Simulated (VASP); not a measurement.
```
Sn
1.0
   -2.82280     2.82280     1.53167
    2.82280    -2.82280     1.53167
    2.82280     2.82280    -1.53167
Sn
2
Direct
  0.25000   0.75000   0.50000
  0.00000   0.00000   0.00000
```

Level of theory: LDA (Ceperley-Alder, Perdew-Zunger), VASP's LDA PAW potentials (set 64) (plane waves; VASP). Numerical set-up: 500 eV cut-off, 13×13×13 Γ-centred mesh, first-order Methfessel-Paxton smearing of 0.10 eV, potentials Sn_d.

Energy and stress use the plane-wave basis of the starting cell.

Problem. The ions, cell shape and volume at an external pressure of 10.0 GPa are relaxed. Which structure does the run end with?

Solution. 
```
Sn
1.0
   -2.77580     2.77580     1.50139
    2.77580    -2.77580     1.50139
    2.77580     2.77580    -1.50139
Sn
2
Cartesian
  2.77580   0.00000   0.75070
  2.77580   2.77580   1.50139
```
Space group I4_1/amd (141), at a tolerance of 0.03 Å.

Problem. How do energy and volume change from the first to the last step?

Solution. The energy (σ→0) changes by +58.7 meV/atom and the volume by -5.2 %, in 7 ionic steps.

```csv
step,E(σ→0) (eV),max force (eV/Å),pressure (GPa),volume (Å³)
1,-8.9307,0.000,4.99,48.82
2,-8.5914,0.000,17.14,43.62
3,-8.8160,0.000,9.92,46.32
4,-8.8130,0.000,10.08,46.27
5,-8.8173,0.000,9.87,46.34
6,-8.8166,0.000,9.91,46.33
7,-8.8133,0.000,10.06,46.27
```

The compound is Sn in the beta structure. This run relaxes it under an external pressure of 10 GPa. Symmetry was kept, so distortions that lower it aren't found.
